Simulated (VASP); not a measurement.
Level of theory: PBE GGA, VASP's PBE PAW potentials (set 64) (plane waves; VASP).

VASP ran on this input.

POSCAR:
```
FePt
1
    2.7200000000     0.0000000000     0.0000000000
    0.0000000000     2.7200000000     0.0000000000
    0.0000000000     0.0000000000     3.7100000000
Fe Pt
1 1
Direct
  0.0000000000   0.0000000000   0.0000000000
  0.5000000000   0.5000000000   0.5000000000
```

**INCAR**
```
# general
SYSTEM   =  FePt
PREC     =  Accurate
ENCUT    =  400   # plane-wave cut-off (eV)
LREAL    =  .False.   # projection in real space or not
LASPH    =  .True.   # aspherical one-centre terms

# electronic loop
EDIFF    =  1E-3
NELM     =  100   # most electronic steps
ALGO     =  Normal   # blocked Davidson
LMAXMIX  =  6   # l cut-off of mixed one-centre charges

# smearing
ISMEAR   =  1   # Methfessel-Paxton
SIGMA    =  0.1   # width (eV)

# functional
GGA      =  PE   # PBE

# spin
ISPIN    =  2   # spin-polarised
MAGMOM   =  3.0 0.0

# ions
ISIF     =  2

# output
LWAVE    =  .False.
LCHARG   =  .False.
LORBIT   =  10
```

KPOINTS:
```
Automatic mesh
0
Gamma
12 12 9
0 0 0
```

POTCAR, in this order: Fe Pt (PBE.64 set). Program: vasp_std.

The run wrote:

**OSZICAR**
```
       N       E                     dE             d eps       ncg     rms          rms(c)
DAV:   1     0.786186668599E+02    0.78619E+02   -0.74639E+03  8768   0.108E+03
DAV:   2    -0.136070395218E+02   -0.92226E+02   -0.82422E+02  8624   0.231E+02
DAV:   3    -0.161692923342E+02   -0.25623E+01   -0.24949E+01 10634   0.468E+01
DAV:   4    -0.161960048626E+02   -0.26713E-01   -0.26701E-01  9563   0.416E+00
DAV:   5    -0.161967490912E+02   -0.74423E-03   -0.74421E-03 11098   0.783E-01    0.167E+01
DAV:   6    -0.172371174531E+02   -0.10404E+01   -0.13551E+01  9171   0.823E+01    0.232E+01
DAV:   7    -0.149189944232E+02    0.23181E+01   -0.91120E+00 10805   0.788E+01    0.896E+00
DAV:   8    -0.148888249820E+02    0.30169E-01   -0.46446E-01  9964   0.105E+01    0.425E+00
DAV:   9    -0.148051425664E+02    0.83682E-01   -0.13232E-01 12225   0.772E+00    0.180E+00
DAV:  10    -0.147954000158E+02    0.97426E-02   -0.37315E-02 12664   0.368E+00    0.705E-01
DAV:  11    -0.147944115060E+02    0.98851E-03   -0.24931E-03  6922   0.103E+00
   1 F= -.14794412E+02 E0= -.14794070E+02  d E =-.102529E-02  mag=     3.2716
```

File OUTCAR:
```
------------------------ aborting loop because EDIFF is reached ----------------------------------------
  FORCE on cell =-STRESS in cart. coord.  units (eV):
  Direction    XX          YY          ZZ          XY          YZ          ZX
  --------------------------------------------------------------------------------------
  Total        0.5939085      0.5939085      0.8975126      0.0000000     -0.0000000     -0.0000000
  in kB       34.6671705     34.6671705     52.3889175      0.0000000     -0.0000000     -0.0000000
  external PRESSURE =      40.5744195 kB  Pullay stress =       0.0000000 kB
  volume of cell :       27.45
      direct lattice vectors                 reciprocal lattice vectors
     2.720000000  0.000000000  0.000000000     0.367647059  0.000000000  0.000000000
     0.000000000  2.720000000  0.000000000     0.000000000  0.367647059  0.000000000
     0.000000000  0.000000000  3.710000000     0.000000000  0.000000000  0.269541779
 POSITION                                       TOTAL-FORCE (eV/Angst)
 -----------------------------------------------------------------------------------
      0.00000      0.00000      0.00000         0.000000      0.000000      0.000000
      1.36000      1.36000      1.85500         0.000000      0.000000      0.000000
 -----------------------------------------------------------------------------------
    total drift:                                0.000000     -0.000000     -0.000000
  FREE ENERGIE OF THE ION-ELECTRON SYSTEM (eV)
  ---------------------------------------------------
  free  energy   TOTEN  =       -14.7944115060 eV

  energy  without entropy=      -14.7933862201  energy(sigma->0) =      -14.79406974

 total charge

# of ion       s       p       d       tot
------------------------------------------
    1        0.412   0.457   6.121   6.990
    2        0.718   0.672   8.065   9.454
--------------------------------------------------
tot          1.130   1.128  14.185  16.444

 magnetization (x)

# of ion       s       p       d       tot
------------------------------------------
    1        0.004  -0.009   2.928   2.924
    2       -0.026  -0.069   0.428   0.333
--------------------------------------------------
tot         -0.022  -0.077   3.356   3.257
```
(Selected blocks of OUTCAR.)

The compound is FePt in the L1_0 structure. The cell was not relaxed at this level. The run is one of a series of settings (EDIFF = 1E-3 against the base run), some of them coarse on purpose.
